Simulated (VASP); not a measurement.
Input:

```yaml
crystal:
  lattice:
    - [0.00000, 2.65228, 2.65228]
    - [2.65228, 0.00000, 2.65228]
    - [2.65228, 2.65228, 0.00000]
  atoms:
    - { symbol: Co, position: [0.00000, 0.00000, 0.00000] }
    - { symbol: Si, position: [0.25000, 0.25000, 0.25000] }
    - { symbol: Si, position: [0.75000, 0.75000, 0.75000] }
```

All values below come from revTPSS meta-GGA, VASP's PBE PAW potentials (set 64) (plane waves; VASP). Settings: 520 eV cut-off, 10×10×10 Γ-centred mesh, first-order Methfessel-Paxton smearing of 0.10 eV, potentials Co Si.

Question: Predict the energy per atom (σ→0), band gap (on the k-mesh) with the smallest direct gap where there is one.

Answer: 
```yaml
band gap (on the k-mesh): none (metal, semimetal or under 0.01 eV)
energy per atom (σ→0): -6346 meV/atom
```

Only differences to runs with the same potentials and settings are physical.

The compound is CoSi2 in the fluorite structure. It was relaxed first. The run is not spin-polarised, so no magnetic state was tried. The electron count is odd and the run is not spin-polarised, which forces a metal.
